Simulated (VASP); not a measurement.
Data:

```
Cd
1.0
    1.47772    -2.55949     0.00369
    1.47772     2.55949     0.00369
    0.01367     0.00000     5.46958
Cd
2
Direct
  0.33333   0.66667   0.25000
  0.66667   0.33333   0.75000
```

Method: PBEsol GGA, VASP's PBE PAW potentials (set 64) (plane waves; VASP). Run with 480 eV cut-off, 14×14×6 Γ-centred mesh, first-order Methfessel-Paxton smearing of 0.10 eV, potentials Cd.

What does the run give for the energy per atom (σ→0), pressure, band gap (on the k-mesh) with the smallest direct gap where there is one?

```json
{
  "band gap (on the k-mesh)": "none (metal, semimetal or under 0.01 eV)",
  "energy per atom (σ→0)": "-1.189 eV/atom",
  "pressure": "1.13 GPa"
}
```

The compound is Cd in the hcp structure. This cell was strained or had an atom moved on purpose.
